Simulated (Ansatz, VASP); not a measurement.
# One calculation of GeAuBr3, two programs

File INCAR:

```
PREC     = Accurate       # precision mode
ENCUT    = 520            # plane-wave cutoff, eV
EDIFF    = 1E-7           # SCF threshold, eV
ISMEAR   = 0              # smearing method
SIGMA    = 0.05           # smearing width, eV
LREAL    = False          # projectors in reciprocal space
LASPH    = True           # aspherical terms in the spheres
NELM     = 100            # most SCF steps
ALGO     = Fast           # electronic algorithm
ISIF     = 2              # what is computed and relaxed
LWAVE    = False          # write WAVECAR
LCHARG   = True           # write CHGCAR
GGA      = PE             # functional
LELF     = True           # ELF
LVHAR    = True         
NBANDS   = 31             # bands
```

Contents of KPOINTS:

```
regular mesh
0
Gamma
  4 4 4
```

POSCAR

```
GeAuBr3
1.0
    5.3684444638      0.0000000000      0.0000000000
    0.0000000000      5.3684444638      0.0000000000
    0.0000000000      0.0000000000      5.3684444638
Au Ge Br
1 1 3
Direct
    0.0000000000      0.0000000000      0.0000000000
    0.5000000000      0.5000000000      0.5000000000
    0.5000000000      0.5000000000      0.0000000000
    0.5000000000      0.0000000000      0.5000000000
    0.0000000000      0.5000000000      0.5000000000
```

Input for Ansatz:

```yaml
crystal:
  lattice:
    - [5.3684444638, 0.0, 0.0]
    - [0.0, 5.3684444638, 0.0]
    - [0.0, 0.0, 5.3684444638]
  atoms:
    - { symbol: Au, position: [0.0, 0.0, 0.0] }
    - { symbol: Ge, position: [0.5, 0.5, 0.5] }
    - { symbol: Br, position: [0.5, 0.5, 0.0] }
    - { symbol: Br, position: [0.5, 0.0, 0.5] }
    - { symbol: Br, position: [0.0, 0.5, 0.5] }
basis:
  ecutwfc: 420
kpoints:
  mp_grid: { grid: [4, 4, 4] }
hamiltonian:
  xc: pbe
scf:
  occupations: { method: gaussian, width: 0.05 }
output:
  forces: true
  stress: true
  eigenvalues: true
```

The cell comes from a database or a generator and needn't be the stable form of this composition.

Alike in both runs: task single point; functional PBE; k mesh 4 × 4 × 4; occupations gaussian, width 0.05 eV; no spin polarisation.

|  | VASP | Ansatz |
| --- | --- | --- |
| version | VASP 6.6.1 | Ansatz 0.2.0 |
| potentials or method | VASP PAW PBE potentials, release 64 (Au, Ge_d, Br) | scalar-relativistic, plane waves, PAW |
| plane-wave cutoff (eV) | 520 | 420 |
| valence electrons in the cell | 46 | 54 |

```tsv
	VASP	Ansatz	Ansatz less VASP
gap on the k mesh at the Fermi level (eV)	none	none	-
pressure (GPa)	-0.6	-0.6	0.00
```

A gap of «none» marks a metal or a gap that the smearing closes. The two sets of potentials don't hold the same shells in valence.

The runs have no spin-orbit coupling, so splittings on Au are missing.
